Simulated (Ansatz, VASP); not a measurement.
One calculation of ScGaN, two programs

```xyz
3
Lattice="3.8928 0.0000 0.0000 -1.9464 3.3713 0.0000 0.0000 0.0000 3.9872" Properties=species:S:1:pos:R:3 pbc="T T T"
Sc    0.0000    0.0000    0.0000
Ga    1.9464    1.1238    1.9936
N     0.0000    2.2475    1.9936
```

Change from the starting cell: species swapped into the ZrBeB type (P-6m2, No. 187).

Alike in both runs: task relaxation of cell and atoms; functional PBE; k mesh 6 × 6 × 4; occupations gaussian, width 0.1 eV; no spin polarisation.

|  | VASP | Ansatz |
| --- | --- | --- |
| version | VASP 6.6.1 | Ansatz 0.2.0 |
| potentials or method | VASP PAW PBE potentials, release 64 (Sc_sv, Ga_d, N) | scalar-relativistic, plane waves, PAW |
| plane-wave cutoff (eV) | 600 | 420 |
| valence electrons in the cell | 29 | 29 |

VASP gave:

```
gap on the k mesh at the Fermi level, each at its own relaxed structure (eV) : none
relaxed volume (Å³/atom)                                                     : 14.17
relaxed cell length with the largest relative difference (Å)                 : 3.695
energy change over the relaxation (meV/atom)                                 : -170
```

Question: Which values does Ansatz return?

Answer: gap on the k mesh at the Fermi level, each at its own relaxed structure (eV): none; relaxed volume (Å³/atom): 14.12; relaxed cell length with the largest relative difference (Å): 3.688; energy change over the relaxation (meV/atom): -172.

A gap of «none» marks a metal or a gap that the smearing closes.

Caveats: the k mesh is coarse (spacing up to 0.39 Å⁻¹), so the values aren't converged; the volume moved by over 15 % at a fixed basis, so the end points are rough (VASP).
